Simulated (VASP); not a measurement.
A convergence study with VASP on BaTiO3 (cubic perovskite): a few settings are varied, all else stays as given below, so the limit is that of these other settings. The cell's lengths are 1 % over those of the tabulated start and one atom is moved, so it is off equilibrium.

```
CELL_PARAMETERS angstrom
      4.04000     0.00000     0.00000
      0.00000     4.04000     0.00000
      0.00000     0.00000     4.04000
ATOMIC_POSITIONS crystal
  Ba 0.00000 0.00000 0.00000
  Ti 0.50000 0.50000 0.50000
  O  0.50000 0.00000 0.50000
  O  0.00000 0.50000 0.50000
  O  0.51500 0.50000 0.00000
```

Method: LDA (Ceperley-Alder, Perdew-Zunger), VASP's LDA PAW potentials (set 64) (plane waves; VASP). The last row used: 900 eV cut-off, 4×4×4 Γ-centred mesh, Gaussian smearing of 0.050 eV, potentials Ba_sv Ti_sv O_h.

Unless said otherwise, spin-orbit coupling is left out, though it shifts the bands of the heavy elements here. Gaps are read on the run's mesh, which can miss a band edge. Energies of different potentials or hybrids have different zeros.

```json
[
 {"setting": "ENCUT = 300, POTCAR Ba_sv Ti_sv O", "E (eV/atom)": "-8.8626", "pressure (GPa)": "-46.02", "largest force (eV/Å)": "0.266", "gap on the mesh (eV)": "1.515", "plane waves": "804"},
 {"setting": "ENCUT = 520, POTCAR Ba_sv Ti_sv O", "E (eV/atom)": "-8.7958", "pressure (GPa)": "-11.04", "largest force (eV/Å)": "0.293", "gap on the mesh (eV)": "1.584", "plane waves": "1800"},
 {"setting": "ENCUT = 900, POTCAR Ba_sv Ti_sv O", "E (eV/atom)": "-8.7999", "pressure (GPa)": "-10.96", "largest force (eV/Å)": "0.294", "gap on the mesh (eV)": "1.586", "plane waves": "4076"},
 {"setting": "ENCUT = 300, POTCAR Ba_sv Ti O", "E (eV/atom)": "-8.8000", "pressure (GPa)": "-45.21", "largest force (eV/Å)": "0.253", "gap on the mesh (eV)": "1.393", "plane waves": "804"},
 {"setting": "ENCUT = 400, POTCAR Ba_sv Ti O", "E (eV/atom)": "-8.7478", "pressure (GPa)": "-15.12", "largest force (eV/Å)": "0.284", "gap on the mesh (eV)": "1.466", "plane waves": "1222"},
 {"setting": "ENCUT = 520, POTCAR Ba_sv Ti O", "E (eV/atom)": "-8.7350", "pressure (GPa)": "-10.78", "largest force (eV/Å)": "0.282", "gap on the mesh (eV)": "1.461", "plane waves": "1800"},
 {"setting": "ENCUT = 700, POTCAR Ba_sv Ti O", "E (eV/atom)": "-8.7383", "pressure (GPa)": "-11.01", "largest force (eV/Å)": "0.282", "gap on the mesh (eV)": "1.462", "plane waves": "2800"},
 {"setting": "ENCUT = 900, POTCAR Ba_sv Ti O", "E (eV/atom)": "-8.7391", "pressure (GPa)": "-10.73", "largest force (eV/Å)": "0.282", "gap on the mesh (eV)": "1.463", "plane waves": "4076"},
 {"setting": "ENCUT = 300, POTCAR Ba_sv Ti_pv O", "E (eV/atom)": "-8.8532", "pressure (GPa)": "-45.55", "largest force (eV/Å)": "0.263", "gap on the mesh (eV)": "1.496", "plane waves": "804"},
 {"setting": "ENCUT = 400, POTCAR Ba_sv Ti_pv O", "E (eV/atom)": "-8.7965", "pressure (GPa)": "-15.29", "largest force (eV/Å)": "0.293", "gap on the mesh (eV)": "1.567", "plane waves": "1222"},
 {"setting": "ENCUT = 520, POTCAR Ba_sv Ti_pv O", "E (eV/atom)": "-8.7839", "pressure (GPa)": "-10.97", "largest force (eV/Å)": "0.291", "gap on the mesh (eV)": "1.561", "plane waves": "1800"},
 {"setting": "ENCUT = 700, POTCAR Ba_sv Ti_pv O", "E (eV/atom)": "-8.7872", "pressure (GPa)": "-11.17", "largest force (eV/Å)": "0.291", "gap on the mesh (eV)": "1.563", "plane waves": "2800"},
 {"setting": "ENCUT = 900, POTCAR Ba_sv Ti_pv O", "E (eV/atom)": "-8.7880", "pressure (GPa)": "-10.89", "largest force (eV/Å)": "0.291", "gap on the mesh (eV)": "1.563", "plane waves": "4076"},
 {"setting": "ENCUT = 300, POTCAR Ba_sv Ti_sv O_s", "E (eV/atom)": "-8.7943", "pressure (GPa)": "-12.23", "largest force (eV/Å)": "0.292", "gap on the mesh (eV)": "1.581", "plane waves": "804"},
 {"setting": "ENCUT = 400, POTCAR Ba_sv Ti_sv O_s", "E (eV/atom)": "-8.7932", "pressure (GPa)": "-11.19", "largest force (eV/Å)": "0.294", "gap on the mesh (eV)": "1.581", "plane waves": "1222"},
 {"setting": "ENCUT = 520, POTCAR Ba_sv Ti_sv O_s", "E (eV/atom)": "-8.7964", "pressure (GPa)": "-11.05", "largest force (eV/Å)": "0.294", "gap on the mesh (eV)": "1.582", "plane waves": "1800"},
 {"setting": "ENCUT = 700, POTCAR Ba_sv Ti_sv O_s", "E (eV/atom)": "-8.7968", "pressure (GPa)": "-10.89", "largest force (eV/Å)": "0.294", "gap on the mesh (eV)": "1.582", "plane waves": "2800"},
 {"setting": "ENCUT = 900, POTCAR Ba_sv Ti_sv O_s", "E (eV/atom)": "-8.7970", "pressure (GPa)": "-10.87", "largest force (eV/Å)": "0.294", "gap on the mesh (eV)": "1.583", "plane waves": "4076"},
 {"setting": "ENCUT = 300, POTCAR Ba_sv Ti_sv O_h", "E (eV/atom)": "-7.7850", "pressure (GPa)": "-198.01", "largest force (eV/Å)": "0.163", "gap on the mesh (eV)": "0.703", "plane waves": "804"},
 {"setting": "ENCUT = 400, POTCAR Ba_sv Ti_sv O_h", "E (eV/atom)": "-8.2187", "pressure (GPa)": "-131.46", "largest force (eV/Å)": "0.321", "gap on the mesh (eV)": "1.462", "plane waves": "1222"},
 {"setting": "ENCUT = 520, POTCAR Ba_sv Ti_sv O_h", "E (eV/atom)": "-8.6491", "pressure (GPa)": "-63.09", "largest force (eV/Å)": "0.312", "gap on the mesh (eV)": "1.493", "plane waves": "1800"},
 {"setting": "ENCUT = 700, POTCAR Ba_sv Ti_sv O_h", "E (eV/atom)": "-8.7879", "pressure (GPa)": "-20.46", "largest force (eV/Å)": "0.288", "gap on the mesh (eV)": "1.585", "plane waves": "2800"},
 {"setting": "ENCUT = 900, POTCAR Ba_sv Ti_sv O_h", "E (eV/atom)": "-8.8003", "pressure (GPa)": "-11.43", "largest force (eV/Å)": "0.292", "gap on the mesh (eV)": "1.588", "plane waves": "4076"}
]
```

Left out are rungs that failed or repeat a setting and relaxations that didn't move; long series are thinned to 24 rows.

The compound is BaTiO3 in the cubic perovskite structure, the ideal cubic form; the compound distorts at low or room temperature. The cell was not relaxed at this level, it is distorted from the ideal structure.
